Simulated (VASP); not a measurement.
**Ruthenium: the relaxed cell at several levels**

Aim: relax Ruthenium at several levels and hold each cell against experiment. The levels: PBE, LDA, r2SCAN and PBE + D3(BJ). The start is a cell from a database of measured crystal structures.

Program: VASP 6.6.1. Level of theory: PBE; plane waves and PAW (Ru_pv), in the first sound run; inputs show where later runs differ. Results are calculated unless marked as measured.

**Measured values to reproduce.**

For Ru, hexagonal close-packed (bulk Ru, literature reference value), “A solution for 4-propylguaiacol hydrodeoxygenation without ring saturation” (2024, pmc:11283461) quotes earlier work: lattice constant a (a = b of bulk hcp Ru, quoted experimental value) 2.706 Å [Quoted literature experimental value in the paper's computational methods; no source or …].

Most raw output is cut from this account.

### 1. Set-up

Before any relaxation, the start is as follows. It takes space group P6_3/mmc (No. 194, hexagonal). Conventional cell: a = 2.706 Å, b = 2.706 Å, c = 4.282 Å, α = 90.00°, β = 90.00°, γ = 120.00°. Nearest to Ru lie 12 Ru at 2.65 to 2.71 Å.

### 2. Relaxation with PBE

The start need not lie at this functional's minimum. ISIF = 3 frees volume, shape and positions, and EDIFFG sets the threshold on forces and stress at which the search stops. PBE, the usual starting point, adds the gradient of the density.

The input, INCAR:

```
SYSTEM = Ru
PREC = Accurate
ENCUT = 520
EDIFF = 1E-06
NELM = 100
ISMEAR = -1
SIGMA = 0.05
LREAL = .FALSE.
ALGO = Normal
GGA = PE
NBANDS = 20
LASPH = .TRUE.
LORBIT = 11
LWAVE = .FALSE.
LCHARG = .FALSE.
KPAR = 2
IBRION = 2
NSW = 60
ISIF = 3
EDIFFG = -0.01
```

The input, POSCAR:

```
Ru
1.0
    2.7058000000      0.0000000000      0.0000000000
   -1.3529000000      2.3432915376      0.0000000000
    0.0000000000      0.0000000000      4.2819000000
Ru
2
Direct
    0.3333333333      0.6666666667      0.2500000000
    0.6666666667      0.3333333333      0.7500000000
```

The input, KPOINTS:

```
Automatic mesh
0
Gamma
9 9 5
0 0 0
```

The projector-augmented-wave data sets are Ru_pv (PBE family, release 64).

Run with:

```bash
> mpirun -np 2 vasp_std
```

It took 23 s on 2 MPI ranks of Intel Xeon Platinum 8259CL at 2.50GHz (Skylake/Cascade Lake), shared host; peak memory 0.27 GiB; 44 s of CPU time.

The k-mesh is coarse for a metal. The run keeps the 24 symmetry operations of its start, so it cannot find a distortion of lower symmetry.

The steps of the relaxation:

| step | energy less that of the first step (eV) | largest force (eV/Å) | pressure (GPa) | volume (Å³) |
| --- | --- | --- | --- | --- |
| 1 | 0.0000 | 0.0000 | 4.20 | 27.15 |
| 2 | 0.0328 | 0.0000 | -10.89 | 28.57 |
| 3 | -0.0046 | 0.0000 | -0.04 | 27.51 |
| 4 | -0.0046 | 0.0000 | 0.01 | 27.50 |
| 5 | -0.0046 | 0.0000 | 0.04 | 27.51 |
| 6 | -0.0047 | 0.0000 | 0.02 | 27.50 |

| conventional cell, symmetrised | before | after | change |
| --- | --- | --- | --- |
| a (Å) | 2.706 | 2.718 | +0.5 % |
| b (Å) | 2.706 | 2.718 | +0.5 % |
| c (Å) | 4.282 | 4.299 | +0.4 % |
| volume (Å³/atom) | 13.57 | 13.75 | +1.3 % |

The relaxed structure:

```xyz
2
Lattice="2.7182 0.0000 0.0000 -1.3591 2.3540 0.0000 0.0000 0.0000 4.2986" Properties=species:S:1:pos:R:3 pbc="T T T"
Ru    0.0000    1.5693    1.0747
Ru    1.3591    0.7847    3.2240
```

Numbers from this step:

| Property | Result |
| --- | --- |
| electrons | 28 |
| bands | 20 |
| irreducible k-points | 36 |
| symmetry operations | 24 |
| free energy (TOTEN) | -18.50 eV |
| energy at zero smearing | -18.49 eV |
| Fermi energy | 12.70 eV |
| pressure | 0.01750 GPa |
| metallic, judged on the points sampled | yes |
| SCF cycles over all ionic steps | 37 |

It ends with forces that vanish by symmetry and a pressure of 0.02 GPa. The volume lies +1.3 % from that of the database's start. The conventional cell has a = 2.718 and c = 4.299 Å.

### 3. Relaxation with LDA

This step: LDA; plane waves and PAW (Ru_pv) (VASP 6.6.1).

LDA, the lowest rung, knows the local density alone.

INCAR: that of step 2 with these lines changed.

```diff
@@ -9,3 +9,3 @@
 ALGO = Normal
-GGA = PE
+GGA = CA
 NBANDS = 20
```

POSCAR is that of step 2.

KPOINTS is that of step 2.

Run with:

```bash
> mpirun -np 2 vasp_std
```

It took 25 s on 2 MPI ranks; peak memory 0.26 GiB.

The PAW data sets were made with PBE, though LDA sets exist; this is a small mismatch.

The steps of the relaxation:

| step | energy less that of the first step (eV) | largest force (eV/Å) | pressure (GPa) | volume (Å³) |
| --- | --- | --- | --- | --- |
| 1 | 0.0000 | 0.0000 | -11.56 | 27.15 |
| 2 | 0.3819 | 0.0000 | 53.49 | 23.48 |
| 3 | -0.0336 | 0.0000 | -0.60 | 26.29 |
| 4 | -0.0337 | 0.0000 | -0.07 | 26.25 |
| 5 | -0.0337 | 0.0000 | 0.16 | 26.23 |
| 6 | -0.0336 | 0.0000 | -0.51 | 26.28 |
| 7 | -0.0337 | 0.0000 | -0.04 | 26.25 |

| conventional cell, symmetrised | before | after | change |
| --- | --- | --- | --- |
| a (Å) | 2.706 | 2.676 | -1.1 % |
| b (Å) | 2.706 | 2.676 | -1.1 % |
| c (Å) | 4.282 | 4.233 | -1.1 % |
| volume (Å³/atom) | 13.57 | 13.12 | -3.3 % |

Final coordinates:

```cif
data_structure
_symmetry_space_group_name_H-M 'P 1'
_symmetry_Int_Tables_number 1
_cell_length_a 2.6758
_cell_length_b 2.6758
_cell_length_c 4.2334
_cell_angle_alpha 90.000
_cell_angle_beta 90.000
_cell_angle_gamma 120.000
_cell_volume 26.25
loop_
_atom_site_label
_atom_site_type_symbol
_atom_site_fract_x
_atom_site_fract_y
_atom_site_fract_z
_atom_site_occupancy
Ru1 Ru 0.33333 0.66667 0.25000 1
Ru2 Ru 0.66667 0.33333 0.75000 1
```

This step gave:

* free energy (TOTEN): -21.47 eV
* energy at zero smearing: -21.46 eV
* Fermi energy: 13.31 eV
* pressure: -0.04267 GPa
* SCF cycles over all ionic steps: 49

It ends at 13.12 Å³/atom, -3.3 % from the start, with -0.04 GPa left. The conventional cell has a = 2.676 and c = 4.233 Å.

### 4. Relaxation with r2SCAN

This step: r2SCAN; plane waves and PAW (Ru_pv) (VASP 6.6.1).

r2SCAN adds the kinetic-energy density, costs more than a GGA and is run with LASPH.

INCAR: that of step 3 with these lines changed.

```diff
@@ -9,5 +9,5 @@
 ALGO = Normal
-GGA = CA
+METAGGA = R2SCAN
+LASPH = .TRUE.
 NBANDS = 20
-LASPH = .TRUE.
 LORBIT = 11
```

POSCAR is that of step 3.

KPOINTS is that of step 3.

Run with:

```bash
> mpirun -np 2 vasp_std
```

Run time: 58 s. Hardware: 2 MPI ranks; peak memory 0.28 GiB; 1.9 min of CPU time.

The PAW data sets were made with PBE, which is usual practice but a small mismatch for other functionals.

Step by step:

| step | energy less that of the first step (eV) | largest force (eV/Å) | pressure (GPa) | volume (Å³) |
| --- | --- | --- | --- | --- |
| 1 | 0.0000 | 0.0000 | -0.74 | 27.15 |
| 2 | 0.0012 | 0.0000 | 2.38 | 26.90 |
| 3 | -0.0002 | 0.0000 | 0.03 | 27.09 |

| conventional cell, symmetrised | before | after | change |
| --- | --- | --- | --- |
| a (Å) | 2.706 | 2.704 | -0.1 % |
| b (Å) | 2.706 | 2.704 | -0.1 % |
| c (Å) | 4.282 | 4.277 | -0.1 % |
| volume (Å³/atom) | 13.57 | 13.54 | -0.2 % |

The relaxed structure:

```xyz
2
Lattice="2.7042 0.0000 0.0000 -1.3521 2.3419 0.0000 0.0000 0.0000 4.2769" Properties=species:S:1:pos:R:3 pbc="T T T"
Ru    0.0000    1.5613    1.0692
Ru    1.3521    0.7806    3.2077
```

It ends at 13.54 Å³/atom, -0.2 % from the start, with 0.03 GPa left. The conventional cell has a = 2.704 and c = 4.277 Å.

### 5. Relaxation with PBE + D3(BJ)

This step: PBE with D3(BJ); plane waves and PAW (Ru_pv) (VASP 6.6.1).

A dispersion term adds the long-range attraction that semilocal functionals lack. D3 with Becke-Johnson damping keeps a finite attraction at short range.

INCAR: that of step 4 with these lines changed.

```diff
@@ -9,5 +9,6 @@
 ALGO = Normal
-METAGGA = R2SCAN
+GGA = PE
+IVDW = 12
+NBANDS = 20
 LASPH = .TRUE.
-NBANDS = 20
 LORBIT = 11
```

POSCAR is that of step 4.

KPOINTS is that of step 4.

Run with:

```bash
> mpirun -np 2 vasp_std
```

The job ended after 15 s (2 MPI ranks; peak memory 0.29 GiB).

Dispersion corrections of this kind ignore metallic screening and tend to overbind metals.

Relaxation path:

| step | energy less that of the first step (eV) | largest force (eV/Å) | pressure (GPa) | volume (Å³) |
| --- | --- | --- | --- | --- |
| 1 | 0.0000 | 0.0000 | -3.48 | 27.15 |
| 2 | 0.0275 | 0.0000 | 11.82 | 26.01 |
| 3 | -0.0031 | 0.0000 | -0.03 | 26.87 |

| conventional cell, symmetrised | before | after | change |
| --- | --- | --- | --- |
| a (Å) | 2.706 | 2.696 | -0.3 % |
| b (Å) | 2.706 | 2.696 | -0.3 % |
| c (Å) | 4.282 | 4.267 | -0.3 % |
| volume (Å³/atom) | 13.57 | 13.43 | -1.0 % |

Final coordinates:

```xyz
2
Lattice="2.6965 0.0000 0.0000 -1.3482 2.3352 0.0000 0.0000 0.0000 4.2669" Properties=species:S:1:pos:R:3 pbc="T T T"
Ru    0.0000    1.5568    1.0667
Ru    1.3482    0.7784    3.2002
```

It ends at 13.43 Å³/atom, -1.0 % from the start, with -0.03 GPa left. The conventional cell has a = 2.696 and c = 4.267 Å. Against plain PBE, the dispersion term moves a by -0.8 % and c by -0.7 %.

### 6. The cells as a table

This step: relaxed cells at several levels; plane waves and PAW (VASP 6.6.1).

This step runs nothing: it gathers the runs above.

Lengths are those of the conventional cell; cost is the wall time of each run, as given at its step, times its ranks, without the set-up around it. Results by level, by row:

| level | volume (Å³/atom) | change from the start (%) | a (Å) | c (Å) | cost (core minutes) |
| --- | --- | --- | --- | --- | --- |
| PBE | 13.75 | 1.3 | 2.718 | 4.299 | 0.767 |
| LDA | 13.12 | -3.3 | 2.676 | 4.233 | 0.833 |
| r2SCAN | 13.54 | -0.2 | 2.704 | 4.277 | 1.93 |
| PBE + D3(BJ) | 13.43 | -1 | 2.696 | 4.267 | 0.513 |

### 7. What came out

| Property | Result |
| --- | --- |
| volume, PBE | 13.75 Å³/atom |
| volume, LDA | 13.12 Å³/atom |
| volume, r2SCAN | 13.54 Å³/atom |
| volume, PBE + D3(BJ) | 13.43 Å³/atom |

**Reading.** For Ruthenium the levels give volumes between 13.12 Å³/atom (LDA) and 13.75 Å³/atom (PBE), a spread of 4.8 %, while the cost of the finished runs spans a factor of 3.8. Only a has a measured value here, so the levels are not ranked on the whole cell. The costs hold the number of ionic steps as well as the price of the functional. Adding D3(BJ) to PBE changes the volume by -2.3 % (a by -0.8 % and c by -0.7 %). Pairwise corrections of the D and TS kind ignore the screening in a metal, so they may overbind here. Within 0.02 Å all end in space group P6_3/mmc; the runs can't lower the symmetry of the start. The k-sampling is coarse for a metal, so the Fermi level, pressures and the shape of the cell carry errors. Each is a single relaxation on the plane waves of the start cell, so larger changes of volume carry a basis-set error that was not tested here.

Computed beside measured:

| quantity | measured | PBE | LDA | r2SCAN | PBE + D3(BJ) |
| --- | --- | --- | --- | --- | --- |
| lattice constant a (Å) | 2.706 | 2.718 (+0.4 %) | 2.676 (-1.1 %) | 2.704 (-0.1 %) | 2.696 (-0.4 %) |
| lattice constant c (Å) | not in our table of this source | 4.299 | 4.233 | 4.277 | 4.267 |

Measured values from pmc:11283461 (2024).

Verdict: For the lattice constant a, of the levels listed nearest comes r2SCAN (-0.1 %, good agreement) and farthest LDA (-1.1 %, fair agreement). The grades are ours: good and fair within 0.7 and 1.5 % for the lattice constant a. For lattice constants the calculation has a static lattice, without zero-point motion or thermal expansion.

[Lines on the potential files, build, host, timing and source positions are cut from VASP's logs without a mark.]

[Logs are printed without paths, hosts, clocks, repeated set-up lines and the standing remarks that a program may print on its own settings, such as how far it seeks lower states.]

[Hosts, paths, dates, database ids (printed as entryN), source tags and the programs' standing remarks are cut or masked in the printed files.]

[A measured line is paired with the nearest computed mode of its activity, which favours agreement.]

[In band tables of VASP the shares of atoms and orbitals are scaled to a sum of 1 inside the atoms' spheres.]
